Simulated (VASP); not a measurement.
```
CELL_PARAMETERS angstrom
      0.00000     2.78313     2.78313
      2.78313     0.00000     2.78313
     11.29110    11.29110    -0.15858
ATOMIC_POSITIONS crystal
  Cd 0.02701 0.02701 0.97975
  Cd 0.00361 0.00361 0.24729
  Cd 0.98098 0.98098 0.51427
  S  0.25600 0.25600 0.05800
  S  0.23331 0.23331 0.32502
  S  0.21300 0.21300 0.59025
  S  0.28146 0.28146 0.78890
  Be 0.00464 0.00464 0.74652
```

Method: PBEsol GGA, VASP's PBE PAW potentials (set 64) (plane waves; VASP 6.6.1). Settings: 400 eV cut-off, Gaussian smearing of 0.050 eV, potentials Cd S Be.

Question: Estimate the band gap (along the path) with the smallest direct gap where there is one.

Answer: 
```yaml
band gap (along the path): 1.36 eV
smallest direct gap (along the path): 1.36 eV
```

Only differences to runs with the same potentials and settings are physical.

The structure was generated: BeCd3S4 was put into an ordered model structure (R3m), which need not be its known phase. It was relaxed first.
